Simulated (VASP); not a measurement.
LiCl (rock salt), at 0.96 of the tabulated volume:

```yaml
crystal:
  lattice:
    - [0.00000, 2.53527, 2.53527]
    - [2.53527, 0.00000, 2.53527]
    - [2.53527, 2.53527, 0.00000]
  atoms:
    - { symbol: Li, position: [0.00000, 0.00000, 0.00000] }
    - { symbol: Cl, position: [0.50000, 0.50000, 0.50000] }
```

The lowest empty band near Γ, direction [100], from PBE with spin-orbit coupling in VASP (PAW); its two spin partners are averaged. The gap over the points computed is 6.50 eV, and the next band on that side lies 5.42 eV away at the edge.

Run with 520 eV cut-off, 10×10×10 Γ-centred mesh, Gaussian smearing of 0.050 eV, potentials Li_sv Cl.

```tsv
distance from the edge in k (1/Å)	distance in energy (meV)
0.025	5.0
0.035	9.8
0.050	20.1
0.070	39.3
```

### Question
Fit E(1 + αE) = ħ²k²/2m* (ħ²/2m0 = 3.810 eV Å²) and predict the row at 0.095 1/Å.

### Answer
The rows don't resolve α, so a parabola serves: the electron mass is m* = 0.475 m0, and so 72.4 meV. The run gave 72.3 meV, -0.1 meV from the fit.

Left out are points under 3 meV from the edge, since the levels carry 0.1 meV, and points farther than half the way to the next band.

The compound is LiCl in the rock salt structure. The cell was not relaxed at this level.
